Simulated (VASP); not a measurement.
Output of a VASP run:

File OSZICAR:
```
       N       E                     dE             d eps       ncg     rms          rms(c)
DAV:   1     0.618907904349E+02    0.61891E+02   -0.80676E+03   680   0.120E+03
DAV:   2    -0.347776998503E+02   -0.96668E+02   -0.89274E+02   972   0.233E+02
DAV:   3    -0.398792227044E+02   -0.51015E+01   -0.50591E+01   836   0.573E+01
DAV:   4    -0.399622131598E+02   -0.82990E-01   -0.82852E-01   848   0.838E+00
DAV:   5    -0.399645486074E+02   -0.23354E-02   -0.23349E-02   816   0.139E+00    0.852E+00
DAV:   6    -0.384434022450E+02    0.15211E+01   -0.14024E+00   760   0.812E+00    0.500E+00
DAV:   7    -0.379080693991E+02    0.53533E+00   -0.17889E+00   788   0.912E+00    0.115E+00
DAV:   8    -0.379198875197E+02   -0.11818E-01   -0.54677E-02   776   0.169E+00    0.998E-02
DAV:   9    -0.379202679976E+02   -0.38048E-03   -0.10410E-03   856   0.268E-01    0.753E-02
DAV:  10    -0.379212624933E+02   -0.99450E-03   -0.11636E-03   748   0.253E-01    0.381E-02
DAV:  11    -0.379212641841E+02   -0.16908E-05   -0.13532E-05   888   0.301E-02    0.534E-03
DAV:  12    -0.379212711267E+02   -0.69426E-05   -0.62109E-06   788   0.209E-02    0.367E-03
DAV:  13    -0.379212711237E+02    0.30482E-08   -0.14443E-07   812   0.326E-03
   1 F= -.37921271E+02 E0= -.37921271E+02  d E =-.379213E+02
       N       E                     dE             d eps       ncg     rms          rms(c)
DAV:   1    -0.384003177297E+02   -0.47905E+00   -0.14900E+01   672   0.324E+01    0.225E+00
DAV:   2    -0.381564259591E+02    0.24389E+00   -0.30747E-01   700   0.441E+00    0.134E+00
DAV:   3    -0.380247045931E+02    0.13172E+00   -0.41889E-01   772   0.441E+00    0.425E-01
DAV:   4    -0.380249118074E+02   -0.20721E-03   -0.10643E-02   760   0.778E-01    0.295E-01
DAV:   5    -0.380264241724E+02   -0.15124E-02   -0.37605E-03   724   0.567E-01    0.631E-02
DAV:   6    -0.380263918952E+02    0.32277E-04   -0.14579E-04   816   0.975E-02    0.270E-02
DAV:   7    -0.380265421242E+02   -0.15023E-03   -0.20621E-04   716   0.102E-01    0.200E-02
DAV:   8    -0.380265387224E+02    0.34018E-05   -0.25233E-05   836   0.376E-02    0.377E-03
DAV:   9    -0.380265388823E+02   -0.15985E-06   -0.23586E-06   792   0.112E-02    0.172E-03
DAV:  10    -0.380265389130E+02   -0.30773E-07   -0.11114E-07   668   0.288E-03
   2 F= -.38026539E+02 E0= -.38026539E+02  d E =-.105268E+00
       N       E                     dE             d eps       ncg     rms          rms(c)
DAV:   1    -0.380278670433E+02   -0.13282E-02   -0.40984E-02   672   0.172E+00    0.120E-01
DAV:   2    -0.380271937736E+02    0.67327E-03   -0.78197E-04   720   0.223E-01    0.704E-02
DAV:   3    -0.380268527109E+02    0.34106E-03   -0.10149E-03   772   0.220E-01    0.204E-02
DAV:   4    -0.380268579226E+02   -0.52116E-05   -0.34856E-05   744   0.466E-02    0.725E-03
DAV:   5    -0.380268575249E+02    0.39768E-06   -0.53583E-06   760   0.181E-02    0.190E-03
DAV:   6    -0.380268579113E+02   -0.38640E-06   -0.66605E-07   804   0.597E-03    0.187E-03
DAV:   7    -0.380268580212E+02   -0.10989E-06   -0.19802E-07   748   0.393E-03    0.134E-04
DAV:   8    -0.380268580310E+02   -0.98410E-08   -0.49501E-09   512   0.598E-04
   3 F= -.38026858E+02 E0= -.38026858E+02  d E =-.105587E+00
```

**OUTCAR**
```
------------------------ aborting loop because EDIFF is reached ----------------------------------------
  FORCE on cell =-STRESS in cart. coord.  units (eV):
  Direction    XX          YY          ZZ          XY          YZ          ZX
  --------------------------------------------------------------------------------------
  Total        0.0267216      0.0267216      0.0329372      0.0000000      0.0000000      0.0000000
  in kB        0.9250190      0.9250187      1.1401837      0.0000000      0.0000000      0.0000000
  external PRESSURE =       0.9967405 kB  Pullay stress =       0.0000000 kB
  volume of cell :       46.28
      direct lattice vectors                 reciprocal lattice vectors
     1.230266251 -2.130883220 -0.000000000     0.406416090 -0.234644487  0.000000000
     1.230266251  2.130883220  0.000000000     0.406416090  0.234644487  0.000000000
    -0.000000000  0.000000000  8.827410422    -0.000000000 -0.000000000  0.113283506
 POSITION                                       TOTAL-FORCE (eV/Angst)
 -----------------------------------------------------------------------------------
     -0.00000      0.00000      2.20685        -0.000000      0.000000      0.000000
     -0.00000      0.00000      6.62056        -0.000000      0.000000      0.000000
      1.23027      0.71030      2.20685         0.000000      0.000000     -0.000000
      1.23027     -0.71030      6.62056         0.000000     -0.000000     -0.000000
 -----------------------------------------------------------------------------------
    total drift:                                0.000000     -0.000000      0.000000
  FREE ENERGIE OF THE ION-ELECTRON SYSTEM (eV)
  ---------------------------------------------------
  free  energy   TOTEN  =       -38.0268580310 eV

  energy  without entropy=      -38.0268580310  energy(sigma->0) =      -38.02685803

 reached required accuracy - stopping structural energy minimisation
```
(Selected blocks of OUTCAR.)

**POSCAR**
```
C
1
    1.2548500389    -2.1734635197     0.0000000000
    1.2548500389     2.1734635197     0.0000000000
    0.0000000000     0.0000000000     8.4849228052
C
4
Direct
  0.0000000000   0.0000000000   0.2500000000
  0.0000000000   0.0000000000   0.7500000000
  0.3333330000   0.6666670000   0.2500000000
  0.6666670000   0.3333330000   0.7500000000
```

Question: Write an INCAR and KPOINTS that could have produced this output.

Answer: One answer among several that fit: the input of the run itself, AM05 GGA, plane waves, VASP's PBE PAW potentials (set 64).

### KPOINTS
```
Automatic
0
gamma
 10 10 3
```

INCAR:
```
! general
SYSTEM  =  C
PREC    =  Accurate
ENCUT   =  520   ! plane-wave cut-off (eV)
LREAL   =  F   ! projection in real space or not
LASPH   =  T

! electronic loop
EDIFF   =  1E-7
NELM    =  100
ALGO    =  Normal

! smearing
ISMEAR  =  0   ! Gaussian
SIGMA   =  0.05

! functional
GGA     =  AM

! ions
IBRION  =  2   ! conjugate gradients
NSW     =  30
ISIF    =  4   ! ions and shape, fixed volume
EDIFFG  =  -0.01   ! ionic stop

! output
LWAVE   =  F
LCHARG  =  F
```

POTCAR, in this order: C (PBE.64 set). Program: vasp_std.

Without a dispersion term in the relaxation, distances and binding between the weakly bound layers, chains or molecules are unreliable, and so is what depends on them.

The compound is C in the graphite structure. This cell is one point of a volume scan, at 1.06 of the reference volume. Symmetry was kept, so distortions that lower it aren't found.
